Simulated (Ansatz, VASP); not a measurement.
# Ag (Silver) in two plane-wave programs

One calculation is typed for both programs; each brings its own data sets. How far apart do they land? The cell is taken from a series of runs on this material, whose earlier steps may have relaxed, scaled, displaced or heated it; both programs get it as it stands.

Main program and level: Ansatz 0.2.0; plane waves, with VASP 6.6.1 beside it; elastic constants at PBE.

## (1) The structure

Symmetry: Fm-3m, No. 225, cubic system. The conventional cell has a = 4.149 Å, b = 4.149 Å, c = 4.149 Å, α = 90.00°, β = 90.00°, γ = 90.00°. Nearest to Ag lie 12 Ag at 2.93 Å.

Structure file:

```cif
data_structure
_symmetry_space_group_name_H-M 'Fm-3m'
_symmetry_Int_Tables_number 225
_cell_length_a 4.1489
_cell_length_b 4.1489
_cell_length_c 4.1489
_cell_angle_alpha 90.000
_cell_angle_beta 90.000
_cell_angle_gamma 90.000
_cell_volume 71.42
loop_
_atom_site_label
_atom_site_type_symbol
_atom_site_symmetry_multiplicity
_atom_site_Wyckoff_symbol
_atom_site_fract_x
_atom_site_fract_y
_atom_site_fract_z
_atom_site_occupancy
Ag1 Ag 4 a 0.00000 0.00000 0.00000 1
```

## (2) Ansatz: elastic constants, PBE

Ansatz runs on its PAW soft_1 files.

Elastic constants are differences of stresses under small strains, so they test the stress and the mesh.

File input.yaml:

```yaml
crystal:
  lattice:
    - [0.0, 2.0744540621, 2.0744540621]
    - [2.0744540621, 0.0, 2.0744540621]
    - [2.0744540621, 2.0744540621, 0.0]
  atoms:
    - { symbol: Ag, position: [0.0, 0.0, 0.0] }
kpoints:
  mp_grid: { grid: [22, 22, 22] }
hamiltonian:
  xc: pbe
  pseudopotentials: { kind: paw, azcp: { folder: soft_1 } }
scf:
  occupations: { method: fermi_dirac, width: 0.15 }
output:
  forces: true
  stress: true
  eigenvalues: true
elastic:
  mode: relaxed_ion
  amplitude: 0.01
```

The run is started by

```
$ ansatz run input.yaml --threads 4 --pin off --max-ram 8192MiB --backend cpu --events-out ev --progress --plain --runs-dir out
```

Numbers of over 12 decimals in the logs are rounded to 6 here.

The program printed:

```text
Engine: ansatz 0.2.0, x86_64-unknown-linux-gnu
Pseudopotentials: kind: paw
Pseudopotential: Ag, paw, valence charge 19, recommended cutoff 420 eV (normal), soft_1/Ag.paw.azcp
Functional definition: PBE
  parameter kappa = 0.804
  parameter beta = 0.066725
  exchange = pbe_x(kappa = kappa, mu = beta*pi^2/3)
  correlation = pbe_c(beta = beta)
Crystal: 1 atoms, lattice volume = 17.854 Å³
Basis set: ecut = 420 eV, 339 PW (Γ), exchange–correlation on 40×40×40 points (8 copies of the dense FFT grid, shifted against one another)
Bands: 14, of which v1, the nominal top of the filled ones, is band 10 counted from 1 (9 counted from 0)
Symmetry: 48 space group operations
Space group: Fm-3m (ITA 225), of the structure as read, at distance tolerance 2.6e-5 Å
k-points: 328 of 10648
Non-local potential: Ag, projectors of the file, l = 0: 3, l = 1: 2, l = 2: 2, l = 3: 1
PAW form: soft (Blöchl's): semilocal exchange-correlation on the pseudo side does not see the compensation charge
PAW one-centre angular grid: Ag, 590 points (default); XC on 64 Gauss nodes
Initial density: superposition of atomic densities (chi_scale 0.1, normalization cell)
Initial wavefunctions: pseudopotential atomic-orbital guess
Functional: x = pbe(κ = 0.804, μ = 0.219515), c = pbe(β = 0.066725)
SCF iter   1: F=—  HF=-7590.855935 eV  |F-HF|=—  |Δ(HF+E_count)|=         —  Δρ=6.66e-2  dr2=8.65e-1  ethr=3.10e-3  ⟨swp⟩=4.7  Hψ=22603  notcnv=0
preconditioner: auto → none  [metal: Δε(μ)=0.075 eV  Ē_g=15.240 eV  σ=0.150 eV  W_gap=0.12  n_scr=8 (ndim 8)  ℏωp=29.1 eV  f_vac=0.000  D(μ)=0.27/eV (n_scr^D=0)  sad-step TF]
SCF iter   2: F=—  HF=-7590.651534 eV  |F-HF|=—  |Δ(HF+E_count)|=   2.04e-1  Δρ=2.33e-2  dr2=1.07e-1  ethr=3.10e-3  ⟨swp⟩=2.5  Hψ=9203  notcnv=0  defer=8
SCF iter   3: F=—  HF=-7590.624118 eV  |F-HF|=—  |Δ(HF+E_count)|=   2.74e-2  Δρ=5.77e-3  dr2=4.15e-3  ethr=5.66e-4  ⟨swp⟩=1.6  Hψ=5521  notcnv=0  defer=8
SCF iter   4: F=—  HF=-7590.624940 eV  |F-HF|=—  |Δ(HF+E_count)|=   8.23e-4  Δρ=1.43e-3  dr2=2.89e-4  ethr=2.18e-5  ⟨swp⟩=2.7  Hψ=8896  notcnv=0  defer=8
SCF iter   5: F=—  HF=-7590.624929 eV  |F-HF|=—  |Δ(HF+E_count)|=   1.14e-5  Δρ=4.27e-5  dr2=1.29e-7  ethr=1.52e-6  ⟨swp⟩=2.7  Hψ=7526  notcnv=0  defer=8
SCF iter   6: F=—  HF=-7590.624936 eV  |F-HF|=—  |Δ(HF+E_count)|=   7.49e-6  Δρ=6.11e-6  dr2=6.31e-9  ethr=6.77e-10  ⟨swp⟩=2.0  Hψ=6891  notcnv=0  defer=8
SCF iter   7: F=—  HF=-7590.624936 eV  |F-HF|=—  |Δ(HF+E_count)|=  3.97e-10  Δρ=2.25e-7  dr2=4.59e-12  ethr=3.32e-11  ⟨swp⟩=2.4  Hψ=6185  notcnv=0  defer=8
SCF iter   8: F=-7590.624936 eV  HF=-7590.624936 eV  |F-HF|=0.00e0  |Δ(HF+E_count)|=  4.55e-12  Δρ=7.27e-9  dr2=2.20e-15  ethr=1.00e-12  ⟨swp⟩=4.7  Hψ=16057  notcnv=0
the search or the solves at the SCF's close seem to have found levels that the self-consistency loop had missed (the run counts 2). By its estimate they hold under 1e-12 electrons; where the run keeps them, the occupations were computed again with them
SCF 1 converged in 8 iterations: F = -7590.624936 eV  dr2 = 2.20e-15
  greatest PAW one-centre occupation: 1.001 electrons in one spin orbital (limit 2), on the Ag atom at site 0 (counted from 0), in its partial waves of l = 0
Crystal: 1 atoms, lattice volume = 17.497 Å³
Basis set: ecut = 420 eV, 331 PW (Γ), exchange–correlation on 40×40×40 points (8 copies of the dense FFT grid, shifted against one another)
Symmetry: 16 space group operations
k-points: 834 of 10648
Initial density: handed on by an earlier stage of this run
Initial wavefunctions: those handed on with the density
iter 1 solved again at ethr=5.42e-6 eV; its pass at ethr=3.10e-3 eV (dr2=1.03e-3 eV) is discarded
SCF iter   1: F=—  HF=-7590.622540 eV  |F-HF|=—  |Δ(HF+E_count)|=         —  Δρ=2.04e-3  dr2=7.90e-4  ethr=5.42e-6  ⟨swp⟩=1.3  Hψ=80044  notcnv=0  defer=12
preconditioner: auto → none  [metal: Δε(μ)=0.011 eV  Ē_g=15.971 eV  σ=0.150 eV  W_gap=0.02  n_scr=8 (ndim 8)  ℏωp=29.4 eV  f_vac=0.000  D(μ)=0.24/eV (n_scr^D=0)]
[...]
SCF 5 converged in 4 iterations: F = -7590.624297 eV  dr2 = 3.82e-14
Crystal: 1 atoms, lattice volume = 17.852 Å³
Basis set: ecut = 420 eV, 335 PW (Γ), exchange–correlation on 40×40×40 points (8 copies of the dense FFT grid, shifted against one another)
Symmetry: 8 space group operations
k-points: 1530 of 10648
[...]
preconditioner: auto → none  [metal: Δε(μ)=0.003 eV  Ē_g=15.791 eV  σ=0.150 eV  W_gap=0.01  n_scr=8 (ndim 8)  ℏωp=29.1 eV  f_vac=0.000  D(μ)=0.25/eV (n_scr^D=0)]
[...]
SCF 6 converged in 7 iterations: F = -7590.623945 eV  dr2 = 1.21e-14
[...]
SCF 7 converged in 6 iterations: F = -7590.623945 eV  dr2 = 3.75e-15
SCF iter   1: F=—  HF=-7590.624689 eV  |F-HF|=—  |Δ(HF+E_count)|=         —  Δρ=3.96e-6  dr2=3.76e-10  ethr=1.00e-12  ⟨swp⟩=9.3  Hψ=168720  notcnv=0
preconditioner: auto → none  [metal: Δε(μ)=0.024 eV  Ē_g=15.787 eV  σ=0.150 eV  W_gap=0.04  n_scr=8 (ndim 8)  ℏωp=29.1 eV  f_vac=0.000  D(μ)=0.25/eV (n_scr^D=0)]
SCF iter   2: F=—  HF=-7590.624689 eV  |F-HF|=—  |Δ(HF+E_count)|=   7.75e-9  Δρ=1.90e-6  dr2=5.51e-11  ethr=1.00e-12  ⟨swp⟩=2.0  Hψ=46014  notcnv=0
SCF iter   3: F=—  HF=-7590.624689 eV  |F-HF|=—  |Δ(HF+E_count)|=   2.56e-9  Δρ=2.92e-7  dr2=2.92e-12  ethr=2.90e-13 (applied; sched 1.00e-12)  ⟨swp⟩=2.5  Hψ=34926  notcnv=0  defer=1
SCF iter   4: F=—  HF=-7590.624689 eV  |F-HF|=—  |Δ(HF+E_count)|=  3.55e-11  Δρ=1.61e-7  dr2=2.92e-13  ethr=1.54e-14 (applied; sched 1.00e-12)  ⟨swp⟩=2.2  Hψ=30923  notcnv=0  defer=46
SCF iter   5: F=-7590.624689 eV  HF=-7590.624689 eV  |F-HF|=2.73e-12  |Δ(HF+E_count)|=  1.82e-11  Δρ=3.38e-8  dr2=1.24e-14  ethr=1.00e-12  ⟨swp⟩=3.9  Hψ=59495  notcnv=0
SCF 8 converged in 5 iterations: F = -7590.624689 eV  dr2 = 1.24e-14
SCF iter   1: F=—  HF=-7590.624689 eV  |F-HF|=—  |Δ(HF+E_count)|=         —  Δρ=3.96e-6  dr2=3.76e-10  ethr=1.00e-12  ⟨swp⟩=9.7  Hψ=174715  notcnv=0
SCF iter   2: F=—  HF=-7590.624689 eV  |F-HF|=—  |Δ(HF+E_count)|=   7.76e-9  Δρ=1.91e-6  dr2=5.51e-11  ethr=1.00e-12  ⟨swp⟩=2.0  Hψ=46042  notcnv=0
SCF iter   3: F=—  HF=-7590.624689 eV  |F-HF|=—  |Δ(HF+E_count)|=   2.56e-9  Δρ=2.95e-7  dr2=3.10e-12  ethr=2.90e-13 (applied; sched 1.00e-12)  ⟨swp⟩=2.6  Hψ=34950  notcnv=0
SCF iter   4: F=—  HF=-7590.624689 eV  |F-HF|=—  |Δ(HF+E_count)|=  3.55e-11  Δρ=1.64e-7  dr2=2.87e-13  ethr=1.63e-14 (applied; sched 1.00e-12)  ⟨swp⟩=2.2  Hψ=30805  notcnv=0  defer=46
SCF iter   5: F=-7590.624689 eV  HF=-7590.624689 eV  |F-HF|=9.09e-13  |Δ(HF+E_count)|=  1.91e-11  Δρ=3.20e-8  dr2=1.05e-14  ethr=1.00e-12  ⟨swp⟩=3.9  Hψ=59670  notcnv=0
SCF 9 converged in 5 iterations: F = -7590.624689 eV  dr2 = 1.05e-14
SCF converged after 8 iterations
Free energy (F): -7590.624936 eV
Harris-Foulkes:  -7590.624936 eV  (|F-HF|=0.00e0)
Internal energy: -7590.606020 eV  (E = F + TS)
E sigma→0 (E₀):  -7590.615478 eV
Entropy (-TS):   -0.018917 eV (-18.917 meV/atom)
Fermi energy:    16.266950 eV
--- Per-component energies (eV) ---
  E_band       = -253.134960
  E_kinetic    = 467.336760
  E_local      = -2155.282555  (includes V_loc(G=0)·N_el)
  E_nonlocal   = 31.709531
  E_hartree    = 1052.120820
  E_xc         = -158.870334
  E_vxc        = -201.064656  (∫ρ·V_xc dr)
  E_paw        = -3955.375768  (= ΣΔE_a)
  E_vpaw       = -500.076084  (= ΣTr[D̂ρ^β])
  E_aug_tail   = 0.000405  (compensation charges beyond the density's cutoff)
  E_ewald      = -2872.244879
  E_smearing   = -0.018917  (= −TS)
  E_closure    = -0.000000  (closes the sum)
  Σ components = -7590.624936   (vs F -7590.624936, Δ=0.00e0)
--- Forces (eV/Å), atoms counted from 1 ---
  atom   1  Ag    -0.00000000     0.00000000     0.00000000
  max |Σ_I F_I| component: 6.16e-32 eV/Å
--- Stress (GPa, compression-positive) ---
       -0.000199       0.000000       0.000000
       -0.000000      -0.000199       0.000000
       -0.000000      -0.000000      -0.000199
  P = ⅓ Tr σ = -0.0002 GPa (-0.002 kbar)
--- Band table (eV; the first three rows and the last of 328) ---
  k-point 0: bands = [... 6 lower, 11.6062, 11.6062, 12.5635, 12.5635, 32.0271, 35.3211, 35.3211, 35.3211]
  k-point 1: bands = [... 6 lower, 11.6233, 11.6233, 12.5570, 12.5570, 32.0357, 34.7441, 35.3403, 35.3403]
  k-point 2: bands = [... 6 lower, 11.6700, 11.6700, 12.5418, 12.5418, 31.9343, 33.6059, 35.3881, 35.3881]
  k-point 327: bands = [... 6 lower, 11.5695, 12.5966, 13.4942, 21.4707, 22.5569, 22.8868, 24.2079, 37.5557]
--- Elastic constants: 2 strain directions × 4 members + reference (group order 48) ---
  dense FFT box of the reference and of every strained cell: 20×20×20
  strains applied: 11, 23; error gains: componentwise 1.00 (the most a stress slope's error grows in a printed constant), spectral 1.73 (1 for all six strains in a standard setting)
  C = ∂σ_k/∂η_j (tension-positive GPa; Voigt order 11 22 33 23 13 12):
       112.613     80.315     80.315      0.000     -0.000      0.000
        80.315    112.613     80.315      0.000      0.000     -0.000
        80.315     80.315    112.613     -0.000     -0.000      0.000
         0.000     -0.000     -0.000     44.616     -0.000     -0.000
        -0.000     -0.000      0.000      0.000     44.616     -0.000
        -0.000      0.000      0.000     -0.000     -0.000     44.616
  reference stress σ⁰ (GPa):      0.000      0.000      0.000      0.000     -0.000      0.000
  C* (energy form; C + prestress term) asymmetry max|C*_kj − C*_jk| = 1.421e-14 GPa — a small one proves nothing (zero by symmetry where the batch's group is 432, −43m or m−3m); a large one is finite-difference/SCF noise where every solve meets its electron count
  moduli (Voigt/Reuss/Hill, GPa): K = 91.08/91.08/91.08   G = 33.23/26.17/29.70   E = 80.36   ν = 0.353
  mechanically stable: yes (min eigenvalue of sym C = 32.30 GPa)
  strain η (Voigt 11):  stress-route row diagonal C_11 = 112.61 GPa, energy-path curvature d²(F+E_count+ΔE)/dδ²/Ω₀ = 112.61 GPa
    cells at ±δ against ±2δ: C21 80.40 and 80.65 GPa, apart by 0.22 % of the column's largest entry
         δ    σ_11 (GPa)             F (eV)   n_scf  n_hpsi   n_pw
    -2.000e-2      -2.3960       -7590.6223206       7  216814    353   relax 0 steps, max|allowed force component| 0.00e0 eV/Å
    -1.000e-2      -1.1614       -7590.6242972       4  188696    360   relax 0 steps, max|allowed force component| 0.00e0 eV/Å
     1.000e-2       1.0917       -7590.6243231       4  187919    364   relax 0 steps, max|allowed force component| 0.00e0 eV/Å
     2.000e-2       2.1155       -7590.6225313       6  197724    370   relax 0 steps, max|allowed force component| 0.00e0 eV/Å
  strain η (Voigt 23):  stress-route row diagonal C_44 = 44.62 GPa, energy-path curvature d²(F+E_count+ΔE)/dδ²/Ω₀ = 44.62 GPa
    cells at ±δ against ±2δ: C44 44.56 and 44.38 GPa, apart by 0.39 % of the column's largest entry
         δ    σ_23 (GPa)             F (eV)   n_scf  n_hpsi   n_pw
    -2.000e-2      -0.8877       -7590.6239450       7  395255    360   relax 0 steps, max|allowed force component| 0.00e0 eV/Å
    -1.000e-2      -0.4456       -7590.6246891       5  361726    361   relax 0 steps, max|allowed force component| 0.00e0 eV/Å
     1.000e-2       0.4456       -7590.6246891       5  355612    361   relax 0 steps, max|allowed force component| 0.00e0 eV/Å
     2.000e-2       0.8877       -7590.6239450       6  347674    360   relax 0 steps, max|allowed force component| 0.00e0 eV/Å
```

[end of part 1 of 2]

[Lines on the potential files, build, host, timing and source positions are cut from VASP's logs without a mark.]

[Logs are printed without paths, hosts, clocks, repeated set-up lines and the standing remarks that a program may print on its own settings, such as how far it seeks lower states.]

[Hosts, paths, dates, database ids (printed as entryN), source tags and the programs' standing remarks are cut or masked in the printed files.]
